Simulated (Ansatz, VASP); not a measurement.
# Al2C3 in VASP and in Ansatz

```xyz
5
Lattice="3.6397 0.0000 0.0000 -1.8199 3.1521 0.0000 0.0000 0.0000 5.2142" Properties=species:S:1:pos:R:3 pbc="T T T"
Al    0.0000    0.0000    3.8923
Al    0.0000    0.0000    1.3219
C     1.8199    0.0000    0.0000
C    -0.9099    1.5760    0.0000
C     0.9099    1.5760    0.0000
```

Alike in both runs: functional PBE; k mesh 6 × 6 × 4; occupations gaussian, width 0.1 eV; no spin polarisation.

Ansatz relaxed the structure, and its values are those at the end. VASP's run is a single point on that final structure, the one shown.

|  | VASP | Ansatz |
| --- | --- | --- |
| version | VASP 6.6.1 | Ansatz 0.2.0 |
| potentials or method | VASP PAW PBE potentials, release 64 (Al, C) | scalar-relativistic, plane waves, PAW |
| plane-wave cutoff (eV) | 520 | 420 |
| valence electrons in the cell | 18 | 18 |

```csv
,VASP,Ansatz,Ansatz less VASP
gap on the k mesh at the Fermi level (eV),none,none,-
pressure (GPa),-0.2,-0.1,+0.07
rms of the force components (eV/Å),0.011,0.012,+0.0017
```

A gap of «none» marks a metal or a gap that the smearing closes. With one functional, cell and mesh, what is left measures potentials, basis and numerics.
